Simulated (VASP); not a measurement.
All values below come from LDA (Ceperley-Alder, Perdew-Zunger), VASP's LDA PAW potentials (set 64) (plane waves; VASP).

Input for VASP

POSCAR:
```
CaO
1
    0.0000000000     2.3597990468     2.3597990468
    2.3597990468     0.0000000000     2.3597990468
    2.3597990468     2.3597990468     0.0000000000
Ca O
1 1
Direct
  0.0000000000   0.0000000000   0.0000000000
  0.5000000000   0.5000000000   0.5000000000
```

### INCAR
```
! general
SYSTEM    =  CaO
PREC      =  Accurate
ENCUT     =  520
LREAL     =  .FALSE.
LASPH     =  .TRUE.

! electronic loop
EDIFF     =  1E-8
NELM      =  100
ALGO      =  Normal

! smearing
ISMEAR    =  0
SIGMA     =  0.01

! ions
IBRION    =  8
NSW       =  1

! output
LWAVE     =  .FALSE.
LCHARG    =  .FALSE.

! other
LEPSILON  =  .TRUE.
```

KPOINTS:
```
Automatic mesh
0
Gamma
 10 10 10
0 0 0
```

POTCAR, in this order: Ca_sv O (LDA.64 set). Program: vasp_std.

Output of the run:

File OUTCAR:
```


 HEAD OF MICROSCOPIC STATIC DIELECTRIC TENSOR (INDEPENDENT PARTICLE, excluding Hartree and local field effects)
 ------------------------------------------------------
           4.082091    -0.000000    -0.000000
          -0.000000     4.082091    -0.000000
           0.000000     0.000000     4.082091
 ------------------------------------------------------

 MACROSCOPIC STATIC DIELECTRIC TENSOR (including local field effects in DFT)
 ------------------------------------------------------
           3.878761     0.000000    -0.000000
           0.000000     3.878761    -0.000000
          -0.000000     0.000000     3.878761
 ------------------------------------------------------

 PIEZOELECTRIC TENSOR (including local field effects)  for field in x, y, z        (e  Angst)
          XX          YY          ZZ          XY          YZ          ZX
  --------------------------------------------------------------------------------
  x     0.00000     0.00000     0.00000     0.00000     0.00000     0.00000
  y     0.00000     0.00000     0.00000     0.00000     0.00000     0.00000
  z     0.00000     0.00000     0.00000     0.00000     0.00000     0.00000

 PIEZOELECTRIC TENSOR (including local field effects)  for field in x, y, z        (C/m^2)
          XX          YY          ZZ          XY          YZ          ZX
  --------------------------------------------------------------------------------
  x     0.00000     0.00000     0.00000     0.00000     0.00000     0.00000
  y     0.00000     0.00000     0.00000     0.00000     0.00000     0.00000
  z     0.00000     0.00000     0.00000     0.00000     0.00000     0.00000

 BORN EFFECTIVE CHARGES (including local field effects) (in |e|, cummulative output)
 ---------------------------------------------------------------------------------
 ion    1
    1     2.37470    -0.00000     0.00000
    2     0.00000     2.37470     0.00000
    3     0.00000     0.00000     2.37470
 ion    2
    1    -2.37470     0.00000     0.00000
    2    -0.00000    -2.37470     0.00000
    3     0.00000     0.00000    -2.37470

   1 f  =    8.793628 THz    55.251992 2PiTHz  293.323846 cm-1    36.367505 meV

   2 f  =    8.793628 THz    55.251992 2PiTHz  293.323846 cm-1    36.367505 meV

   3 f  =    8.793628 THz    55.251992 2PiTHz  293.323846 cm-1    36.367505 meV

   4 f/i=    0.013507 THz     0.084869 2PiTHz    0.450557 cm-1     0.055862 meV

   5 f/i=    0.013507 THz     0.084869 2PiTHz    0.450557 cm-1     0.055862 meV

   6 f/i=    0.013507 THz     0.084869 2PiTHz    0.450557 cm-1     0.055862 meV

 MACROSCOPIC STATIC DIELECTRIC TENSOR IONIC CONTRIBUTION
 ------------------------------------------------------
          10.715833     0.000000    -0.000000
           0.000000    10.715833    -0.000000
          -0.000000    -0.000000    10.715833
 ------------------------------------------------------

 ELASTIC MODULI CONTR FROM IONIC RELAXATION (kBar)
 Direction    XX          YY          ZZ          XY          YZ          ZX
 --------------------------------------------------------------------------------
 XX           0.0000      0.0000      0.0000      0.0000      0.0000      0.0000
 YY           0.0000      0.0000      0.0000      0.0000      0.0000      0.0000
 ZZ           0.0000      0.0000      0.0000      0.0000      0.0000      0.0000
 XY           0.0000      0.0000      0.0000      0.0000      0.0000      0.0000
 YZ           0.0000      0.0000      0.0000      0.0000      0.0000      0.0000
 ZX           0.0000      0.0000      0.0000      0.0000      0.0000      0.0000
 --------------------------------------------------------------------------------

 PIEZOELECTRIC TENSOR IONIC CONTR  for field in x, y, z        (C/m^2)
          XX          YY          ZZ          XY          YZ          ZX
  --------------------------------------------------------------------------------
  x     0.00000     0.00000     0.00000     0.00000     0.00000     0.00000
  y     0.00000     0.00000     0.00000     0.00000     0.00000     0.00000
  z     0.00000     0.00000     0.00000     0.00000     0.00000     0.00000
```
(Selected blocks of OUTCAR.)

**OUTCAR**
```
 val. band max:        2.3404396537   @ k =   0.0000   0.0000   0.0000

 cond. band min:       5.7649943740   @ k =   0.5000   0.5000   0.0000


 Fermi energy:         2.4621231047

 k-point     1 :       0.0000    0.0000    0.0000
  band No.  band energies     occupation
      1     -34.5108      2.00000
      2     -15.5106      2.00000
      3     -15.5106      2.00000
      4     -15.5106      2.00000
      5     -12.9757      2.00000
      6       2.3404      2.00000
      7       2.3404      2.00000
      8       2.3404      2.00000
      9       7.3585      0.00000
     10       8.5722      0.00000
     11       8.5722      0.00000
     12       8.5722      0.00000

 k-point     2 :       0.1000    0.0000    0.0000
  band No.  band energies     occupation
      1     -34.4973      2.00000
      2     -15.7084      2.00000
      3     -15.5169      2.00000
      4     -15.5169      2.00000
      5     -12.7725      2.00000
      6       1.9567      2.00000
      7       2.1821      2.00000
      8       2.1821      2.00000
      9       7.8251      0.00000
     10       8.5388      0.00000
     11       8.7600      0.00000
     12       8.7600      0.00000

 k-point     3 :       0.2000    0.0000    0.0000
  band No.  band energies     occupation
      1     -34.4620      2.00000
      2     -16.1311      2.00000
      3     -15.5334      2.00000
      4     -15.5334      2.00000
      5     -12.3354      2.00000
      6       1.1307      2.00000
      7       1.8053      2.00000
      8       1.8053      2.00000
      9       8.5121      0.00000
     10       8.9515      0.00000
     11       9.2796      0.00000
     12       9.2796      0.00000

 k-point     4 :       0.3000    0.0000    0.0000
  band No.  band energies     occupation
      1     -34.4179      2.00000
      2     -16.5507      2.00000
      3     -15.5534      2.00000
      4     -15.5534      2.00000
      5     -11.8948      2.00000
      6       0.2977      2.00000
...
```

The structure comes from a computed database's CaO entry (Fm-3m); how it stands against other phases isn't given here. It was relaxed first, which changed the volume by -5 %.
